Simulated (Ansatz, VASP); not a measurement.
# Ba2BeN2 in two plane-wave programs

Aim: how closely do two programs agree when they are given the same cell, functional and k mesh? The cell is invented: As first built, before any earlier steps moved the atoms (in the runner's words): it takes the Ba2CaN2 structure with some of its atoms replaced by other elements, volume scaled by an estimate. It may not be a known or stable phase. The cell is taken from a series of runs on this material, whose earlier steps may have relaxed, scaled, displaced or heated it; both programs get it as it stands.

Main program and level: Ansatz 0.2.0; plane waves, with VASP 6.6.1 beside it; single point at r2SCAN.

## 1. The starting structure

The structure is trigonal, space group P-3m1 (No. 164). Conventional cell: a = 3.636 Å, b = 3.636 Å, c = 9.974 Å, α = 90.00°, β = 90.00°, γ = 120.00°. Ba has 3 N at 2.51 Å nearest. N has 3 Be at 2.33 Å and 3 Ba at 2.51 Å nearest. Nearest to Be lie 6 N at 2.33 Å. As first built, before any earlier steps moved the atoms (in the runner's words): sites of the Ba2CaN2 structure (space group 164) filled with other elements, volume scaled by an estimate. Farther neighbours and most contacts between anions are not listed.

Structure file:

```xyz
5
Lattice="3.6356 0.0000 0.0000 -1.8178 3.1485 0.0000 0.0000 0.0000 9.9737" Properties=species:S:1:pos:R:3 pbc="T T T"
Ba    1.8178    1.0495    2.6084
Ba    0.0000    2.0990    7.3652
N     1.8178    1.0495    5.9910
N     0.0000    2.0990    3.9826
Be    0.0000    0.0000    4.9868
```

## 2. VASP: single point, r2SCAN

A single point gives forces, pressure and levels at one fixed geometry, so differences don't come from the geometry; what else differs is listed under the comparison.

Lines of VASP's logs that name or quote its potential files are left out, and so is its time.

INCAR reads:

```
SYSTEM = Ba2BeN2
PREC = Accurate
ENCUT = 860
EDIFF = 1E-06
NELM = 100
ISMEAR = -1
SIGMA = 0.05
LREAL = .FALSE.
ALGO = Normal
METAGGA = R2SCAN
LASPH = .TRUE.
NBANDS = 23
LORBIT = 11
LWAVE = .FALSE.
LCHARG = .FALSE.
KPAR = 2
ISIF = 2
```

POSCAR reads:

```
Ba2BeN2
1.0
    3.6355858500      0.0000000000      0.0000000000
   -1.8177934300      3.1485100600      0.0000000000
    0.0000000000      0.0000000000      9.9736510200
Ba N Be
2 2 1
Direct
    0.6666666700      0.3333333300      0.2615317500
    0.3333333300      0.6666666700      0.7384682500
    0.6666666700      0.3333333300      0.6006837000
    0.3333333300      0.6666666700      0.3993163000
    0.0000000000      0.0000000000      0.5000000000
```

KPOINTS reads:

```
Automatic mesh
0
Gamma
6 6 2
0 0 0
```

Potentials, in the order of the species: Ba_sv_GW, N_GW and Be_sv_GW (PBE family, release 64).

Command:

```
$ mpirun -np 2 vasp_std
```

Numbers of over 12 decimals in the logs are rounded to 6 here.

Output:

```text
[banner, memory and clock lines left out]
running    2 mpi-ranks, on    1 nodes
 distrk:  each k-point on    1 cores,    2 groups
 distr:  one band on    1 cores,    1 groups

 POSCAR found type information on POSCAR BaN Be
 POSCAR found :  3 types and       5 ions
|                                                                             |
|               ----> ADVICE to this user running VASP <----                  |
|                                                                             |
|     You enforced a specific xc type in the INCAR file but a different       |
|     [... a line on the potential file left out ...]
|     I HOPE YOU KNOW WHAT YOU ARE DOING!                                     |
|                                                                             |

 LDA part: xc-table for (None), standard interpolation
 POSCAR, INCAR and KPOINTS ok, starting setup
 FFT: planning ... GRIDC
 FFT: planning ... GRID_SOFT
 FFT: planning ... GRID
 WAVECAR not read
 entering main loop
       N       E                     dE             d eps       ncg     rms          rms(c)
DAV:   1     0.537040504223E+03    0.53704E+03   -0.19382E+04   644   0.272E+03
DAV:   2     0.287053422366E+02   -0.50834E+03   -0.49894E+03   826   0.646E+02
DAV:   3    -0.934704873284E+02   -0.12218E+03   -0.11709E+03  1264   0.372E+02
DAV:   4    -0.105330439380E+03   -0.11860E+02   -0.11760E+02  1208   0.118E+02
DAV:   5    -0.105679349645E+03   -0.34891E+00   -0.34782E+00  1208   0.221E+01    0.203E+01
DAV:   6    -0.848037032192E+02    0.20876E+02   -0.30363E+01  1016   0.428E+01    0.147E+01
DAV:   7    -0.849426980525E+02   -0.13899E+00   -0.64320E+00  1000   0.171E+01    0.932E+00
DAV:   8    -0.854774878068E+02   -0.53479E+00   -0.55158E+00  1050   0.182E+01    0.495E+00
DAV:   9    -0.847307187416E+02    0.74677E+00   -0.38085E+00  1064   0.110E+01    0.173E+00
DAV:  10    -0.847407931174E+02   -0.10074E-01   -0.34388E-01   919   0.431E+00    0.580E-01
DAV:  11    -0.847410421519E+02   -0.24903E-03   -0.33791E-02  1120   0.166E+00    0.227E-01
DAV:  12    -0.847420772328E+02   -0.10351E-02   -0.53867E-03   873   0.619E-01    0.227E-01
DAV:  13    -0.847418866448E+02    0.19059E-03   -0.92801E-04  1072   0.344E-01    0.181E-01
DAV:  14    -0.847417413026E+02    0.14534E-03   -0.59403E-04  1016   0.179E-01    0.391E-02
DAV:  15    -0.847417386410E+02    0.26617E-05   -0.49666E-05  1112   0.546E-02    0.291E-02
DAV:  16    -0.847417425572E+02   -0.39163E-05   -0.19356E-05  1000   0.292E-02    0.175E-02
DAV:  17    -0.847417500170E+02   -0.74598E-05   -0.83246E-06   928   0.253E-02    0.639E-03
DAV:  18    -0.847417497257E+02    0.29129E-06   -0.23027E-06   649   0.118E-02
   1 F= -.84741750E+02 E0= -.84729466E+02  d E =-.245665E-01
```

OUTCAR, selected parts (step 2):

```text
ion  position               nearest neighbor table
   1  0.667  0.333  0.262-
   2  0.333  0.667  0.738-
   3  0.667  0.333  0.601-
   4  0.333  0.667  0.399-
   5  0.000  0.000  0.500-

  LATTYP: Found a hexagonal cell.
 ALAT       =     3.6355858500
 C/A-ratio  =     2.7433408071

 Subroutine GETGRP returns: Found 12 space group operations
 (whereof 12 operations were pure point group operations)

The static configuration has the point symmetry D_3d.

 Found     14 irreducible k-points:

   k-points           NKPTS =     14   k-points in BZ     NKDIM =     14   number of bands    NBANDS=     23

   dimension x,y,z NGX =    36 NGY =   36 NGZ =   96
   dimension x,y,z NGXF=    72 NGYF=   72 NGZF=  192

   ENCUT  =  860.0 eV  63.21 Ry    7.95 a.u.   8.69  8.69 23.85*2*pi/ulx,y,z

   NELECT =      34.0000    total number of electrons

 k-points in reciprocal lattice and weights: Automatic mesh
   0.00000000  0.00000000  0.00000000       0.014
   0.16666667 -0.00000000  0.00000000       0.083
   0.33333333  0.00000000  0.00000000       0.083
   0.50000000  0.00000000  0.00000000       0.042
   0.16666667  0.16666667  0.00000000       0.083
   0.33333333  0.16666667  0.00000000       0.167
   0.33333333  0.33333333  0.00000000       0.028
   0.00000000  0.00000000  0.50000000       0.014
   0.16666667 -0.00000000  0.50000000       0.083
[...]
0.33333333  0.16666667  0.50000000       0.167
   0.33333333  0.33333333  0.50000000       0.028

 average (electrostatic) potential at core
       1 -87.6876       2 -87.6876       3 -64.9588       4 -64.9588       5 -60.8440

 E-fermi :   4.4589

 k-point     1 :       0.0000    0.0000    0.0000
  band No.  band energies     occupation
    ...
     14       2.8819      2.00000
     15       3.0785      2.00000
     16       3.0785      2.00000
     17       3.5247      2.00000
     18       3.7180      2.00000
     19       6.6142      0.00000
     20       6.8685      0.00000
     21       8.3786      0.00000
     22       9.1449      0.00000
     23       9.1844      0.00000

 k-point     2 :       0.1667   -0.0000    0.0000
  band No.  band energies     occupation
    ...
     14       2.6576      2.00000
     15       2.9085      2.00000
     16       3.4628      2.00000
     17       4.0253      1.99966
     18       4.1599      1.99496
     19       7.0005      0.00000
     20       7.3971      0.00000
     21       7.7791      0.00000
     22       8.4405      0.00000
     23       8.7328      0.00000

 k-point     3 :       0.3333    0.0000    0.0000
  band No.  band energies     occupation
    ...
     13       2.1306      2.00000
     14       2.4025      2.00000
     15       2.7337      2.00000
     16       3.8241      1.99999
     17       4.2496      1.97003
     18       4.9868      0.00005
     19       6.8708      0.00000
     20       7.1792      0.00000
     21       7.5487      0.00000
     22       8.4947      0.00000
    ...

  Total       -1.6448481     -1.6448485     -1.3128644      0.0000003      0.0000000      0.0000000
  in kB      -23.0835568    -23.0835620    -18.4245457      0.0000037      0.0000000      0.0000000
  external PRESSURE =     -21.5305548 kB  Pullay stress =       0.0000000 kB

  energy-cutoff  :      860.00
  volume of cell :      114.17
      direct lattice vectors                 reciprocal lattice vectors
     3.635585850  0.000000000  0.000000000     0.275058833  0.158805317  0.000000000
    -1.817793430  3.148510060  0.000000000     0.000000000  0.317610546  0.000000000
     0.000000000  0.000000000  9.973651020     0.000000000  0.000000000  0.100264186

 POSITION                                       TOTAL-FORCE (eV/Angst)
 -----------------------------------------------------------------------------------
      1.81779      1.04950      2.60843        -0.000000      0.000000      0.417825
     -0.00000      2.09901      7.36522         0.000000     -0.000000     -0.417825
      1.81779      1.04950      5.99101        -0.000000      0.000000      0.354472
     -0.00000      2.09901      3.98264         0.000000     -0.000000     -0.354472
      0.00000      0.00000      4.98683        -0.000000      0.000000      0.000000
 -----------------------------------------------------------------------------------
    total drift:                                0.000000     -0.000000      0.000000

  FREE ENERGIE OF THE ION-ELECTRON SYSTEM (eV)
  ---------------------------------------------------
  free  energy   TOTEN  =       -84.7417497257 eV

  energy  without entropy=      -84.7171832008  energy(sigma->0) =      -84.72946646

 total charge
# of ion       s       p       d       f       tot
--------------------------------------------------
    1        1.953   4.459   0.259   0.032   6.703
    2        1.953   4.459   0.259   0.032   6.703
    3        1.264   2.223   0.000   0.000   3.487
    4        1.264   2.223   0.000   0.000   3.487
    5        2.090   0.114   0.001   0.000   2.205
--------------------------------------------------
tot          8.523  13.479   0.519   0.065  22.586

[... 3 further parts left out ...]
```

The run ends at a pressure of -2.15 GPa, with forces up to 0.42 eV/Å.

## 3. Ansatz: single point, r2SCAN

Ansatz runs on its default PAW (the set named soft_2) files.

The same cell, functional, mesh and smearing now go to Ansatz, which takes its cutoff from its data sets.

input.yaml reads:

```yaml
crystal:
  lattice:
    - [3.63558585, 0.0, 0.0]
    - [-1.81779343, 3.14851006, 0.0]
    - [0.0, 0.0, 9.97365102]
  atoms:
    - { symbol: Ba, position: [0.66666667, 0.33333333, 0.26153175] }
    - { symbol: Ba, position: [0.33333333, 0.66666667, 0.73846825] }
    - { symbol: "N", position: [0.66666667, 0.33333333, 0.6006837] }
    - { symbol: "N", position: [0.33333333, 0.66666667, 0.3993163] }
    - { symbol: Be, position: [0.0, 0.0, 0.5] }
hamiltonian:
  xc: r2scan
  pseudopotentials: { kind: paw }
kpoints:
  mp_grid: { grid: [6, 6, 2] }
scf:
  occupations: { method: fermi_dirac, width: 0.05 }
  n_extra_bands: 5
output:
  forces: true
  stress: true
  eigenvalues: true
```

Command:

```
$ ansatz run input.yaml --threads 4 --pin off --max-ram 9216MiB --backend cpu --events-out ev --progress --plain --runs-dir out
```

Output:

```text
Warning: the atoms were moved onto the symmetric positions of the space group found under crystal.symmetry.tolerance 1.0e-5 (fractional; no operation is sought that the atoms, as they stand in a round, miss by more than twice it, and no atom is moved by as much as it), and the run uses the moved positions. Before a round's move an operation carried an atom to 3.64e-8 Å from where it should land, the largest such dist [...]
scf.n_extra_bands = 5 over 16 filled bands (N_el = 32.0): the run solves 21 bands
Engine: ansatz 0.2.0, x86_64-unknown-linux-gnu
Pseudopotentials: kind: paw
Pseudopotential: Ba, paw, valence charge 10, recommended cutoff 500 eV (meta_gga), Ba.paw.azcp
Pseudopotential: N, paw, valence charge 5, recommended cutoff 500 eV (meta_gga), N.paw.azcp
Pseudopotential: Be, paw, valence charge 2, recommended cutoff 500 eV (meta_gga), Be.paw.azcp
Functional definition: r2SCAN
  parameter k0 = 0.174
  parameter k1 = 0.065
  parameter a1 = 4.9479
  exchange = r2scan_x(k0 = k0, k1 = k1, a1 = a1)
  correlation = r2scan_c
Crystal: 5 atoms, lattice volume = 114.165 Å³
Basis set: ecut = 500 eV, 2941 PW (Γ), exchange–correlation on 108×108×300 points (64 copies of the dense FFT grid, shifted against one another)
Bands: 21, of which v1, the nominal top of the filled ones, is band 16 counted from 1 (15 counted from 0)
Symmetry: 12 space group operations
Space group: P-3m1 (ITA 164), of the structure as read, at distance tolerance 4.9e-5 Å
k-points: 14 of 72
Non-local potential: Ba, projectors of the file, l = 0: 3, l = 1: 2, l = 2: 2, l = 3: 2
Non-local potential: N, projectors of the file, l = 0: 2, l = 1: 2, l = 2: 1
Non-local potential: Be, projectors of the file, l = 0: 2, l = 1: 2, l = 2: 1
PAW form: soft (Blöchl's): semilocal exchange-correlation on the pseudo side does not see the compensation charge
PAW frozen core: Ba, regenerated for the run's functional (the file was generated under x = pbe(κ = 0.804, μ = 0.219515), c = pbe(β = 0.066725))
PAW frozen core: N, regenerated for the run's functional (the file was generated under x = pbe(κ = 0.804, μ = 0.219515), c = pbe(β = 0.066725))
PAW frozen core: Be, regenerated for the run's functional (the file was generated under x = pbe(κ = 0.804, μ = 0.219515), c = pbe(β = 0.066725))
PAW one-centre angular grid: Ba, 302 points (default); XC on 160 Gauss nodes
PAW one-centre angular grid: N, 302 points (default); XC on 160 Gauss nodes
PAW one-centre angular grid: Be, 302 points (default); XC on 255 of its mesh's 2635 points in the sphere
Initial density: superposition of atomic densities (neutral atoms: chi_scale 0, normalization atom), corrected by the library's trained network
Initial wavefunctions: pseudopotential atomic-orbital guess
Functional: x = r2scan, c = r2scan; τ floored in thin density (d = 2e-4 eV/Å³)
SCF iter   1: F=—  HF=-12790.871780 eV  |F-HF|=—  |Δ(HF+E_count)|=         —  Δρ=1.30e-2  dr2=1.26e0  dr2_τ=1.53e-1  ethr=1.77e-3  ⟨swp⟩=7.1  Hψ=1837  notcnv=0
preconditioner: auto → Kerker (q_TF=auto, 2.207 Å⁻¹)  [metal: Δε(μ)=0.014 eV  Ē_g=10.979 eV  σ=0.050 eV  W_gap=0.07  n_scr=24 (ndim 8)  ℏωp=18.4 eV  f_vac=0.000  D(μ)=2.71/eV (n_scr^D=12)]
SCF iter   2: F=—  HF=-12791.102348 eV  |F-HF|=—  |Δ(HF+E_count)|=   2.31e-1  Δρ=8.59e-3  dr2=6.50e-2  dr2_τ=2.20e-2  ethr=1.77e-3  ⟨swp⟩=3.1  Hψ=604  notcnv=0  defer=6
preconditioner: auto → Resta (q_TF=auto, 2.207 Å⁻¹)  ε∞=3.9  [insulator: Δε(μ)=0.171 eV  Ē_g=10.824 eV  σ=0.050 eV  W_gap=0.63  n_scr=24 (ndim 8)  ℏωp=18.4 eV  f_vac=0.000  D(μ)=2.99/eV (n_scr^D=24)  ε∞_Penn≈3.9]
SCF iter   3: F=—  HF=-12791.103351 eV  |F-HF|=—  |Δ(HF+E_count)|=   1.00e-3  Δρ=2.69e-3  dr2=6.91e-3  dr2_τ=7.06e-4  ethr=2.03e-4  ⟨swp⟩=3.7  Hψ=555  notcnv=0  defer=6
SCF iter   4: F=—  HF=-12791.103441 eV  |F-HF|=—  |Δ(HF+E_count)|=   9.04e-5  Δρ=9.84e-4  dr2=1.56e-3  dr2_τ=4.19e-5  ethr=2.16e-5  ⟨swp⟩=2.4  Hψ=447  notcnv=0  defer=6
SCF iter   5: F=—  HF=-12791.103666 eV  |F-HF|=—  |Δ(HF+E_count)|=   2.25e-4  Δρ=1.90e-4  dr2=7.80e-5  dr2_τ=1.49e-6  ethr=4.87e-6  ⟨swp⟩=2.5  Hψ=444  notcnv=0  defer=6
SCF iter   6: F=—  HF=-12791.103701 eV  |F-HF|=—  |Δ(HF+E_count)|=   3.43e-5  Δρ=4.30e-5  dr2=4.27e-6  dr2_τ=8.96e-8  ethr=2.44e-7  ⟨swp⟩=2.2  Hψ=400  notcnv=0  defer=6
SCF iter   7: F=—  HF=-12791.103703 eV  |F-HF|=—  |Δ(HF+E_count)|=   2.76e-6  Δρ=9.92e-6  dr2=2.84e-7  dr2_τ=3.70e-9  ethr=1.33e-8  ⟨swp⟩=2.1  Hψ=454  notcnv=0  defer=6
SCF iter   8: F=-12791.103704 eV  HF=-12791.103704 eV  |F-HF|=6.18e-11  |Δ(HF+E_count)|=   2.37e-7  Δρ=2.44e-6  dr2=1.94e-8  dr2_τ=3.01e-10  ethr=3.13e-10  ⟨swp⟩=8.0  Hψ=1551  notcnv=0
SCF 1 converged in 8 iterations: F = -12791.103704 eV  dr2 = 1.94e-8
  greatest PAW one-centre occupation: 0.951 electrons in one spin orbital (limit 2), on the Ba atom at site 1 (counted from 0), in its partial waves of l = 0
SCF converged after 8 iterations
Free energy (F): -12791.103704 eV
Harris-Foulkes:  -12791.103704 eV  (|F-HF|=6.18e-11)
Internal energy: -12791.079143 eV  (E = F + TS)
E sigma→0 (E₀):  -12791.091423 eV
Entropy (-TS):   -0.024561 eV (-4.912 meV/atom)
Fermi energy:    7.706532 eV
--- Per-component energies (eV) ---
  E_band       = -93.626028
  E_kinetic    = 612.771903
  E_local      = -1945.818338  (includes V_loc(G=0)·N_el)
  E_nonlocal   = 207.762731
  E_hartree    = 800.401991
  E_xc         = -450.992521
  E_vxc        = -485.873191  (∫ρ·V_xc dr)
  E_paw        = -10820.408987  (= ΣΔE_a)
  E_vpaw       = -108.963433  (= ΣTr[D̂ρ^β])
  E_aug_tail   = 0.000029  (compensation charges beyond the density's cutoff)
  E_vtau       = 25.695626  (kinetic-family band-sum trace: ∫τ·v_τ [+ j·A + Jᵃ·Aᵃ] dr)
  E_ewald      = -1194.865625
  E_core_change = 0.069676  (= ΣΔE_core)
  E_smearing   = -0.024561  (= −TS)
  E_closure    = -0.000000  (closes the sum)
  Σ components = -12791.103704   (vs F -12791.103704, Δ=0.00e0)
--- Forces (eV/Å), atoms counted from 1 ---
  atom   1  Ba    -0.00000000     0.00000000     0.41687036
  atom   2  Ba     0.00000000    -0.00000000    -0.41687036
  atom   3  N     -0.00000000     0.00000000     0.36054994
  atom   4  N      0.00000000    -0.00000000    -0.36054994
  atom   5  Be     0.00000000     0.00000000    -0.00000000
  max |Σ_I F_I| component: 1.67e-16 eV/Å
--- Stress (GPa, compression-positive) ---
       -2.258672       0.000000      -0.000000
        0.000000      -2.258672       0.000000
       -0.000000       0.000000      -1.731786
  P = ⅓ Tr σ = -2.0830 GPa (-20.830 kbar)
--- Band table (eV; the first three rows and the last of 14) ---
  k-point 0: bands = [... 12 lower, 6.1292, 6.3264, 6.3264, 6.7749, 6.9668, 9.8670, 10.1167, 11.6227, ... 1 higher]
  k-point 1: bands = [... 12 lower, 6.1285, 6.3272, 6.3272, 6.5070, 7.3289, 9.2741, 10.5920, 11.9886, ... 1 higher]
  k-point 2: bands = [... 12 lower, 5.9050, 6.1581, 6.7105, 7.2744, 7.4089, 10.2483, 10.6445, 11.0256, ... 1 higher]
  k-point 13: bands = [... 12 lower, 5.5563, 5.6154, 7.8333, 7.8333, 10.0569, 10.0977, 10.0977, 10.7089, ... 1 higher]
```

In the SCF lines HF is the Harris–Foulkes energy and dr2 the Hartree energy of the density residual, in eV; the loop may stop once dr2 is under the threshold and the program's other checks hold. Hψ counts applications of the Hamiltonian.

The run ends at a pressure of -2.08 GPa, with forces up to 0.42 eV/Å.

## 4. Comparison

Known differences besides the potentials themselves: VASP keeps PBE cores, Ansatz makes them for the functional; the data sets hold 32 valence electrons in Ansatz (default PAW (the set named soft_2) files) and 34 in VASP; the cutoff is 500 eV in Ansatz and 860 eV in VASP. Total energies have different zeros and are not compared.

Both answers:

| quantity | Ansatz | VASP | difference |
| --- | --- | --- | --- |
| pressure (GPa) | -2.08 | -2.15 | +0.07 |

Forces (eV/Å; atoms numbered as in POSCAR):

| atom | Ansatz x, y, z | VASP x, y, z |
| --- | --- | --- |
| Ba1 | 0.000, 0.000, 0.417 | 0.000, 0.000, 0.418 |
| Ba2 | 0.000, 0.000, -0.417 | 0.000, 0.000, -0.418 |
| N3 | 0.000, 0.000, 0.361 | 0.000, 0.000, 0.354 |
| N4 | 0.000, 0.000, -0.361 | 0.000, 0.000, -0.354 |
| Be5 | 0.000, 0.000, 0.000 | 0.000, 0.000, 0.000 |

The forces differ by 2.2 meV/Å r.m.s., which is 1.1 % of the r.m.s. force of 0.20 eV/Å (both taken over all components). Ansatz's pressure holds a Pulay correction of 0.01 GPa; VASP's holds none.

## 5. What the set-up changes

Further runs change the set-up of one program: Ansatz's method, potentials or start, or VASP's data sets, cutoff or form of LDA. The table gives Ansatz less VASP for each quantity, since a change that brings one quantity closer may part another.

| run | r.m.s. force difference (meV/Å) | pressure (GPa) |
| --- | --- | --- |
| as above | 2.2 | 0.070 |
| VASP with the data sets Ba_sv, N_h and Be and a cutoff of 1210 eV | 198 | -2.0 |

## 6. Summary of results

```json
{
  "r.m.s. force difference (single point, r2SCAN)": "1.1 % of the r.m.s. force"
}
```

In words: The r.m.s. force difference is 1.1 % of the r.m.s. force (single point, r2SCAN), within the 3 % picked in this series as the mark of a large difference. Single point, r2SCAN, VASP with the data sets Ba_sv, N_h and Be and a cutoff of 1210 eV: r.m.s. force difference goes from 2.2 to 198 meV/Å; the difference in pressure goes from 0.070 to -2.0 GPa. Such differences can come from data sets, numerical settings and the points named under the comparisons, not from the functional's error against experiment.

[Lines on the potential files, build, host, timing and source positions are cut from VASP's logs without a mark.]

[Logs are printed without paths, hosts, clocks, repeated set-up lines and the standing remarks that a program may print on its own settings, such as how far it seeks lower states.]

[Hosts, paths, dates, database ids (printed as entryN), source tags and the programs' standing remarks are cut or masked in the printed files.]
